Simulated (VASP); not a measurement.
Output of a VASP run:

OUTCAR:
```
 ion  position               nearest neighbor table
   1  0.500  0.000  0.000-   2 2.50  30 2.50  45 2.50  61 2.50
   2  0.625  0.125  0.125-   1 2.50   3 2.50   5 2.50  17 2.50
   3  0.750  0.250  0.000-   2 2.50   4 2.50  26 2.50  47 2.50
   4  0.875  0.375  0.125-   3 2.50  19 2.50  27 2.50  31 2.50
   5  0.750  0.000  0.250-   2 2.50   6 2.50  14 2.50  36 2.50
   6  0.875  0.125  0.375-   5 2.50  23 2.50  31 2.50  37 2.50
   7  0.000  0.000  0.000-   8 2.50  14 2.50  26 2.50  63 2.50
   8  0.125  0.125  0.125-   7 2.50   9 2.50  15 2.50  31 2.50
   9  0.250  0.250  0.000-   8 2.50  10 2.50  45 2.50  57 2.50
  10  0.375  0.375  0.125-   9 2.50  11 2.50  17 2.50  33 2.50
  11  0.500  0.500  0.000-  10 2.50  12 2.50  47 2.50  59 2.50
  12  0.625  0.625  0.125-  11 2.50  13 2.50  19 2.50  35 2.50
  13  0.750  0.750  0.000-  12 2.50  14 2.50  49 2.50  61 2.50
  14  0.875  0.875  0.125-   5 2.50   7 2.50  13 2.50  50 2.50
  15  0.250  0.000  0.250-   8 2.50  16 2.50  30 2.50  51 2.50
  16  0.375  0.125  0.375-  15 2.50  17 2.50  21 2.50  39 2.50
  17  0.500  0.250  0.250-   2 2.50  10 2.50  16 2.50  18 2.56
  18  0.625  0.379  0.379-  64 2.47  19 2.50  23 2.51  17 2.56
  19  0.750  0.500  0.250-  18 2.50  12 2.50   4 2.50  20 2.50
  20  0.875  0.625  0.375-  19 2.50  42 2.50  50 2.50  52 2.50
  21  0.500  0.000  0.500-  16 2.50  22 2.50  36 2.50  55 2.50
  22  0.625  0.125  0.625-  21 2.50  23 2.50  25 2.50  46 2.50
  23  0.750  0.250  0.500-   6 2.50  22 2.50  24 2.50  18 2.51
  24  0.875  0.375  0.625-  23 2.50  48 2.50  52 2.50  56 2.50
  25  0.750  0.000  0.750-  22 2.50  26 2.50  43 2.50  61 2.50
  26  0.875  0.125  0.875-   3 2.50   7 2.50  25 2.50  56 2.50
  27  0.000  0.500  0.000-   4 2.50  28 2.50  49 2.50  57 2.50
  28  0.125  0.625  0.125-  27 2.50  29 2.50  33 2.50  50 2.50
  29  0.250  0.750  0.000-  28 2.50  30 2.50  59 2.50  63 2.50
  30  0.375  0.875  0.125-   1 2.50  15 2.50  29 2.50  35 2.50
  31  0.000  0.250  0.250-   4 2.50   6 2.50   8 2.50  32 2.50
  32  0.125  0.375  0.375-  31 2.50  33 2.50  39 2.50  52 2.50
  33  0.250  0.500  0.250-  10 2.50  28 2.50  32 2.50  34 2.52
  34  0.376  0.627  0.375-  35 2.49  54 2.50  33 2.52  64 2.54
  35  0.500  0.750  0.250-  34 2.49  30 2.50  12 2.50  36 2.50
  36  0.625  0.875  0.375-   5 2.50  21 2.50  35 2.50  42 2.50
  37  0.000  0.000  0.500-   6 2.50  38 2.50  43 2.50  51 2.50
  38  0.125  0.125  0.625-  37 2.50  39 2.50  44 2.50  56 2.50
  39  0.250  0.250  0.500-  16 2.50  32 2.50  38 2.50  40 2.55
  40  0.376  0.379  0.626-  64 2.44  58 2.47  46 2.52  39 2.55
  41  0.623  0.621  0.627-  64 2.47  48 2.48  60 2.50  42 2.55
  42  0.750  0.750  0.500-  20 2.50  36 2.50  43 2.50  41 2.55
  43  0.875  0.875  0.625-  25 2.50  37 2.50  42 2.50  62 2.50
  44  0.250  0.000  0.750-  38 2.50  45 2.50  55 2.50  63 2.50
  45  0.375  0.125  0.875-   1 2.50   9 2.50  44 2.50  46 2.50
  46  0.500  0.250  0.750-  22 2.50  45 2.50  47 2.50  40 2.52
  47  0.625  0.375  0.875-   3 2.50  11 2.50  46 2.50  48 2.50
  48  0.750  0.500  0.750-  41 2.48  24 2.50  47 2.50  49 2.50
  49  0.875  0.625  0.875-  13 2.50  27 2.50  48 2.50  62 2.50
  50  0.000  0.750  0.250-  14 2.50  20 2.50  28 2.50  51 2.50
  51  0.125  0.875  0.375-  15 2.50  37 2.50  50 2.50  54 2.50
  52  0.000  0.500  0.500-  20 2.50  24 2.50  32 2.50  53 2.50
  53  0.125  0.625  0.625-  52 2.50  54 2.50  58 2.50  62 2.50
  54  0.250  0.750  0.500-  34 2.50  51 2.50  53 2.50  55 2.50
  55  0.375  0.875  0.625-  21 2.50  44 2.50  54 2.50  60 2.50
  56  0.000  0.250  0.750-  24 2.50  26 2.50  38 2.50  57 2.50
  57  0.125  0.375  0.875-   9 2.50  27 2.50  56 2.50  58 2.50
  58  0.250  0.500  0.750-  40 2.47  53 2.50  57 2.50  59 2.50
  59  0.375  0.625  0.875-  11 2.50  29 2.50  58 2.50  60 2.50
  60  0.500  0.750  0.750-  55 2.50  59 2.50  61 2.50  41 2.50
  61  0.625  0.875  0.875-   1 2.50  13 2.50  25 2.50  60 2.50
  62  0.000  0.750  0.750-  43 2.50  49 2.50  53 2.50  63 2.50
  63  0.125  0.875  0.875-   7 2.50  29 2.50  44 2.50  62 2.50
  64  0.500  0.498  0.503-  40 2.44  18 2.47  41 2.47  34 2.54
 Subroutine IBZKPT returns following result:
 Found      1 irreducible k-points:

 Following reciprocal coordinates:
            Coordinates               Weight
  0.000000  0.000000  0.000000      1.000000
   k-points           NKPTS =      1   k-points in BZ     NKDIM =      1   number of bands    NBANDS=    162
   number of dos      NEDOS =    301   number of ions     NIONS =     64
   total plane-waves  NPLWV = 216000
   dimension x,y,z NGX =    60 NGY =   60 NGZ =   60
   dimension x,y,z NGXF=   120 NGYF=  120 NGZF=  120
   ions per type =              63   1
   PREC   = normal    normal or accurate (medium, high low for compatibility)
   ISTART =      0    job   : 0-new  1-cont  2-samecut
   ICHARG =      2    charge: 1-file 2-atom 10-const
...
```

### OSZICAR
```
...
       N       E                     dE             d eps       ncg     rms          rms(c)
DAV:   1    -0.273382138700E+03   -0.29072E-03   -0.66098E-02   712   0.456E-01    0.992E-02
RMM:   2    -0.273382470401E+03   -0.33170E-03   -0.46908E-03   648   0.121E-01    0.405E-02
RMM:   3    -0.273382496826E+03   -0.26425E-04   -0.64324E-04   662   0.474E-02    0.172E-02
RMM:   4    -0.273382500668E+03   -0.38422E-05   -0.97260E-05   635   0.179E-02
  13 F= -.27338250E+03 E0= -.27335060E+03  d E =-.429016E-02  mag=     1.0000
       N       E                     dE             d eps       ncg     rms          rms(c)
DAV:   1    -0.273384855562E+03   -0.23587E-02   -0.18214E-01   720   0.756E-01    0.175E-01
RMM:   2    -0.273385505189E+03   -0.64963E-03   -0.10872E-02   648   0.192E-01    0.784E-02
RMM:   3    -0.273385472531E+03    0.32658E-04   -0.14466E-03   654   0.734E-02    0.280E-02
RMM:   4    -0.273385483893E+03   -0.11363E-04   -0.21262E-04   667   0.275E-02    0.150E-02
RMM:   5    -0.273385486984E+03   -0.30909E-05   -0.42653E-05   477   0.117E-02
  14 F= -.27338549E+03 E0= -.27335617E+03  d E =-.298632E-02  mag=     1.0000
       N       E                     dE             d eps       ncg     rms          rms(c)
DAV:   1    -0.273385844568E+03   -0.36068E-03   -0.55564E-02   720   0.424E-01    0.921E-02
RMM:   2    -0.273386085806E+03   -0.24124E-03   -0.34952E-03   648   0.109E-01    0.400E-02
RMM:   3    -0.273386089166E+03   -0.33606E-05   -0.45788E-04   655   0.410E-02    0.156E-02
RMM:   4    -0.273386092462E+03   -0.32956E-05   -0.70343E-05   578   0.154E-02
  15 F= -.27338609E+03 E0= -.27335824E+03  d E =-.359179E-02  mag=     1.0000
       N       E                     dE             d eps       ncg     rms          rms(c)
DAV:   1    -0.273388791373E+03   -0.27022E-02   -0.16643E-01   720   0.748E-01    0.162E-01
RMM:   2    -0.273389559217E+03   -0.76784E-03   -0.10850E-02   648   0.188E-01    0.739E-02
RMM:   3    -0.273389538455E+03    0.20762E-04   -0.14230E-03   655   0.719E-02    0.288E-02
RMM:   4    -0.273389546606E+03   -0.81508E-05   -0.22310E-04   665   0.277E-02    0.149E-02
RMM:   5    -0.273389550028E+03   -0.34220E-05   -0.45076E-05   480   0.116E-02
  16 F= -.27338955E+03 E0= -.27336330E+03  d E =-.345757E-02  mag=     1.0000
       N       E                     dE             d eps       ncg     rms          rms(c)
DAV:   1    -0.273389982944E+03   -0.43634E-03   -0.13930E-01   720   0.679E-01    0.140E-01
RMM:   2    -0.273390734099E+03   -0.75115E-03   -0.91260E-03   648   0.172E-01    0.621E-02
RMM:   3    -0.273390751632E+03   -0.17534E-04   -0.11724E-03   659   0.650E-02    0.266E-02
RMM:   4    -0.273390755226E+03   -0.35943E-05   -0.18507E-04   662   0.254E-02    0.126E-02
RMM:   5    -0.273390758440E+03   -0.32131E-05   -0.38485E-05   471   0.108E-02
  17 F= -.27339076E+03 E0= -.27336595E+03  d E =-.466598E-02  mag=     1.0000
       N       E                     dE             d eps       ncg     rms          rms(c)
DAV:   1    -0.273391850943E+03   -0.10957E-02   -0.12484E-01   716   0.647E-01    0.129E-01
RMM:   2    -0.273392620086E+03   -0.76914E-03   -0.87386E-03   648   0.167E-01    0.525E-02
RMM:   3    -0.273392685533E+03   -0.65447E-04   -0.11217E-03   664   0.628E-02    0.243E-02
RMM:   4    -0.273392690712E+03   -0.51788E-05   -0.17112E-04   662   0.240E-02    0.112E-02
RMM:   5    -0.273392693533E+03   -0.28211E-05   -0.34979E-05   469   0.104E-02
  18 F= -.27339269E+03 E0= -.27336794E+03  d E =-.193509E-02  mag=     1.0000
```

**OUTCAR**
```
------------------------ aborting loop because EDIFF is reached ----------------------------------------
  FORCE on cell =-STRESS in cart. coord.  units (eV):
  Direction    XX          YY          ZZ          XY          YZ          ZX
  --------------------------------------------------------------------------------------
  Total       43.5978243     43.8471389     44.0698646     -9.6719118     11.4440532    -10.5450285
  in kB       45.1303439     45.3884222     45.6189770    -10.0118919     11.8463264    -10.9156998
  external PRESSURE =      45.3792477 kB  Pullay stress =       0.0000000 kB
  volume of cell :     1547.77
      direct lattice vectors                 reciprocal lattice vectors
    11.567395522  0.000000000  0.000000000     0.086449884  0.000000000  0.000000000
     0.000000000 11.567395522  0.000000000     0.000000000  0.086449884  0.000000000
     0.000000000  0.000000000 11.567395522     0.000000000  0.000000000  0.086449884
 POSITION                                       TOTAL-FORCE (eV/Angst)
 -----------------------------------------------------------------------------------
      5.79406     11.56250     11.56433         0.001346     -0.005846     -0.012709
      7.22910      1.46423      1.46968         0.007512     -0.003710     -0.006757
      8.68923      2.88035     11.56564        -0.001849      0.003576     -0.005763
     10.10237      4.34538      1.46435         0.009688     -0.004850      0.005441
      8.69060     11.55516      2.88393        -0.013295      0.001880     -0.003231
     10.10180      1.46333      4.34017         0.012677     -0.002276      0.006104
      0.00983     11.55692     11.56008        -0.004130      0.000392     -0.015127
      1.43130      1.45390      1.45162         0.010726      0.011815      0.009832
      2.90018      2.87970     11.54714        -0.003093      0.004812     -0.015551
      4.32705      4.34695      1.44954        -0.000415     -0.002610      0.004459
      5.79554      5.77243     11.56033        -0.013519      0.002193     -0.006564
      7.21797      7.24342      1.44448         0.003204      0.008058      0.011832
      8.68918      8.66964     11.54329        -0.010018     -0.003372     -0.010270
     10.11430     10.13156      1.45226        -0.006268     -0.005622      0.009531
      2.89872     11.55034      2.88158         0.007779     -0.008838     -0.002750
      4.32469      1.45219      4.34970         0.010680     -0.000076      0.002155
      5.79433      2.88005      2.88217        -0.009291     -0.003200      0.003510
      7.24714      4.32491      4.32208         0.007930     -0.001725      0.001053
      8.68968      5.78247      2.87915        -0.000508     -0.002695     -0.006948
     10.11932      7.24398      4.34809        -0.002936      0.003687      0.008186
      5.79524     11.55904      5.77542        -0.009343      0.002173     -0.007985
      7.21494      1.45148      7.24091         0.009919      0.002382     -0.002101
      8.68997      2.87784      5.77830        -0.005625     -0.000228     -0.006562
     10.11827      4.34625      7.24160        -0.000617     -0.000564      0.005966
      8.68579     11.54954      8.66932        -0.001527     -0.008516     -0.006128
     10.11303      1.45478     10.13411        -0.001395      0.004968     -0.003853
      0.01317      5.78041     11.56404        -0.002974      0.002535     -0.006203
      1.44897      7.24120      1.47172        -0.001723     -0.002696      0.004122
      2.89942      8.67173      0.00213         0.006303     -0.016140     -0.011408
      4.32721     10.12568      1.46727         0.001263      0.007389      0.012050
      0.00636      2.87958      2.88088        -0.005627      0.003169     -0.006698
      1.42432      4.34712      4.35162         0.000899      0.000898      0.004652
      2.90096      5.75912      2.88376        -0.008144     -0.001774     -0.006746
      4.30097      7.26478      4.31755         0.002118      0.007480      0.008366
      5.80421      8.66884      2.87913        -0.000778     -0.004127     -0.006609
      7.21487     10.13880      4.35132         0.006608      0.003299      0.003691
      0.01144     11.56231      5.77946         0.002024     -0.003167     -0.004977
      1.44731      1.46505      7.24468         0.001297      0.003777      0.009038
      2.89974      2.88004      5.77007        -0.004750     -0.004919     -0.009469
      4.29684      4.32254      7.27081         0.012752     -0.000779     -0.006322
      7.25100      7.26593      7.27085        -0.003146      0.003352      0.004240
      8.68902      8.66880      5.76746         0.000746     -0.005357     -0.009322
     10.09867     10.12558      7.23835         0.002865      0.007541      0.010912
      2.89932     11.55628      8.67342         0.000652     -0.003465     -0.010318
      4.32507      1.46272     10.12177         0.003563      0.003750      0.012235
      5.80049      2.87837      8.67141        -0.003146     -0.001075     -0.001918
      7.21464      4.34629     10.14267         0.003037      0.002387      0.008099
      8.68907      5.75850      8.67290        -0.003325     -0.000934     -0.002855
     10.10081      7.23699     10.12039         0.004902      0.005951      0.009229
      0.02549      8.67260      2.88302        -0.000405     -0.013225     -0.000353
      1.44031     10.13111      4.35143        -0.000839      0.007869      0.018821
      0.00941      5.77180      5.77509        -0.013366      0.000613     -0.007583
      1.42174      7.24221      7.23757         0.004440      0.004301      0.008764
      2.89929      8.66861      5.78083        -0.000673     -0.003119     -0.011466
      4.32691     10.13949      7.23890         0.000082      0.006302      0.012453
      0.02503      2.88151      8.67217        -0.003253     -0.001289     -0.000655
...
```
(Selected blocks of OUTCAR.)

**POSCAR**
```
AsGe63
1
   11.5673955220     0.0000000000     0.0000000000
    0.0000000000    11.5673955220    -0.0000000000
   -0.0000000000    -0.0000000000    11.5673955220
Ge As
63 1
Direct
  0.5000000000   0.0000000000   0.0000000000
  0.6250000000   0.1250000000   0.1250000000
  0.7500000000   0.2500000000   0.0000000000
  0.8750000000   0.3750000000   0.1250000000
  0.7500000000   0.0000000000   0.2500000000
  0.8750000000   0.1250000000   0.3750000000
  0.0000000000   0.0000000000   0.0000000000
  0.1250000000   0.1250000000   0.1250000000
  0.2500000000   0.2500000000   0.0000000000
  0.3750000000   0.3750000000   0.1250000000
  0.5000000000   0.5000000000   0.0000000000
  0.6250000000   0.6250000000   0.1250000000
  0.7500000000   0.7500000000   0.0000000000
  0.8750000000   0.8750000000   0.1250000000
  0.2500000000   0.0000000000   0.2500000000
  0.3750000000   0.1250000000   0.3750000000
  0.5000000000   0.2500000000   0.2500000000
  0.6254120000   0.3791300000   0.3785110000
  0.7500000000   0.5000000000   0.2500000000
  0.8750000000   0.6250000000   0.3750000000
  0.5000000000   0.0000000000   0.5000000000
  0.6250000000   0.1250000000   0.6250000000
  0.7500000000   0.2500000000   0.5000000000
  0.8750000000   0.3750000000   0.6250000000
  0.7500000000   0.0000000000   0.7500000000
  0.8750000000   0.1250000000   0.8750000000
  0.0000000000   0.5000000000   0.0000000000
  0.1250000000   0.6250000000   0.1250000000
  0.2500000000   0.7500000000   0.0000000000
  0.3750000000   0.8750000000   0.1250000000
  0.0000000000   0.2500000000   0.2500000000
  0.1250000000   0.3750000000   0.3750000000
  0.2500000000   0.5000000000   0.2500000000
  0.3759350000   0.6266870000   0.3753570000
  0.5000000000   0.7500000000   0.2500000000
  0.6250000000   0.8750000000   0.3750000000
  0.0000000000   0.0000000000   0.5000000000
  0.1250000000   0.1250000000   0.6250000000
  0.2500000000   0.2500000000   0.5000000000
  0.3760730000   0.3791390000   0.6264630000
  0.6228970000   0.6213810000   0.6265360000
  0.7500000000   0.7500000000   0.5000000000
  0.8750000000   0.8750000000   0.6250000000
  0.2500000000   0.0000000000   0.7500000000
  0.3750000000   0.1250000000   0.8750000000
  0.5000000000   0.2500000000   0.7500000000
  0.6250000000   0.3750000000   0.8750000000
  0.7500000000   0.5000000000   0.7500000000
  0.8750000000   0.6250000000   0.8750000000
  0.0000000000   0.7500000000   0.2500000000
  0.1250000000   0.8750000000   0.3750000000
  0.0000000000   0.5000000000   0.5000000000
  0.1250000000   0.6250000000   0.6250000000
  0.2500000000   0.7500000000   0.5000000000
  0.3750000000   0.8750000000   0.6250000000
  0.0000000000   0.2500000000   0.7500000000
  0.1250000000   0.3750000000   0.8750000000
  0.2500000000   0.5000000000   0.7500000000
  0.3750000000   0.6250000000   0.8750000000
  0.5000000000   0.7500000000   0.7500000000
  0.6250000000   0.8750000000   0.8750000000
  0.0000000000   0.7500000000   0.7500000000
  0.1250000000   0.8750000000   0.8750000000
  0.4995300000   0.4975650000   0.5034080000
```

Problem. Reconstruct the remaining input files.

Solution. Several could match; the one computed here: the input of the run itself, PBE GGA, plane waves, VASP's PBE PAW potentials (set 64).

File KPOINTS:
```
Automatic
0
G
 1 1 1
```

**INCAR**
```
SYSTEM = AsGe63
PREC = Normal
ENCUT = 400
EDIFF = 1E-5
NELM = 100
ALGO = Fast
LREAL = Auto
LASPH = .TRUE.
ISMEAR = 0
SIGMA = 0.05
GGA = PE
LMAXMIX = 4
LWAVE = .FALSE.
LCHARG = .FALSE.
NELMIN = 4
ISYM = 0
NELECT = 259.0
ISPIN = 2
NUPDOWN = 1
MAGMOM = 64*0.0156
LORBIT = 10
IBRION = 2
ISIF = 2
NSW = 60
EDIFFG = -0.03
```

POTCAR, in this order: Ge As (PBE.64 set). Program: vasp_gam.

The cell is charged, with a uniform compensating background. The supercell is sampled at Γ alone, which is coarse: total energies, pressure and levels can be off, energies of defects by several tenths of an eV.

The cell is a supercell with a defect, built from Ge (diamond): As_Ge, charge -2.
